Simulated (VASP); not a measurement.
## Be12Al: single point with PBEsol

Be12Al, a slab with vacuum:

```
Be Al
1.0
     4.58000    0.00000    0.00000
     2.29000    3.96640    0.00000
     0.00000    0.00000   14.58843
Be Al
12 1
Direct
  0.00000 0.00000 0.06855
  0.50000 0.00000 0.06855
  0.00000 0.50000 0.06855
  0.50000 0.50000 0.06855
  0.83368 0.33337 0.19025
  0.33373 0.33192 0.19043
  0.83167 0.83398 0.19051
  0.33374 0.83399 0.19031
  0.99810 0.00296 0.31116
  0.49949 0.99993 0.31980
  0.99859 0.49893 0.31174
  0.50327 0.49811 0.31077
  0.17557 0.66797 0.45699
```

The cell was built by a generator and needn't be a form met in nature.

```
Program             : VASP 6.6.1
Task                : single point
Functional          : PBEsol
Potentials or basis : VASP PAW PBE potentials, release 64 (Be, Al)
Cutoff              : 520 eV
k mesh              : 4 × 4 × 1
Occupations         : gaussian, width 0.05 eV
Spin                : no spin polarisation
```

```
Largest force          : 0.059 eV/Å
Band gap on the k mesh : none (metal or under the smearing width)
```

Forces in eV/Å, atoms in the order of the input:
```
Be  -0.007  0.057  0.001
Be   0.004  0.001 -0.055
Be  -0.049 -0.025  0.004
Be   0.049 -0.033 -0.001
Be  -0.003  0.000  0.001
Be   0.000  0.000 -0.002
Be   0.001 -0.001 -0.003
Be   0.001  0.001  0.000
Be   0.006  0.000  0.011
Be   0.005  0.001  0.010
Be  -0.003 -0.004  0.006
Be  -0.001  0.004  0.013
Al  -0.002  0.000  0.015
```

Levels at points of the mesh, in eV from the Fermi level:
```
           k point  band 10  band 11  band 12  band 13  band 14  band 15  band 16  band 17  band 18  band 19
(0.00, 0.00, 0.00)    -2.18    -1.78    -1.78    -1.78    -0.91     1.80     1.88     2.24     3.12     3.14
(0.50, 0.00, 0.00)    -2.32    -1.10    -0.37     0.03     0.30     0.58     2.43     2.48     3.24     3.26
(0.50, 0.50, 0.00)    -2.32    -1.10    -0.37     0.02     0.30     0.58     2.44     2.48     3.24     3.26
(0.00, 0.50, 0.00)    -2.32    -1.10    -0.37     0.03     0.30     0.58     2.43     2.48     3.24     3.26
```

Wall time 90 s on 1 thread of Intel(R) Xeon(R) Platinum 8259CL CPU @ 2.50GHz (Skylake/Cascade Lake), on a shared host, peak memory 0.37 GiB.

Caveat: the k mesh is coarse (spacing up to 0.40 Å⁻¹), so the values aren't converged; the PAW data sets were made with another functional, which shifts forces and pressure a little.
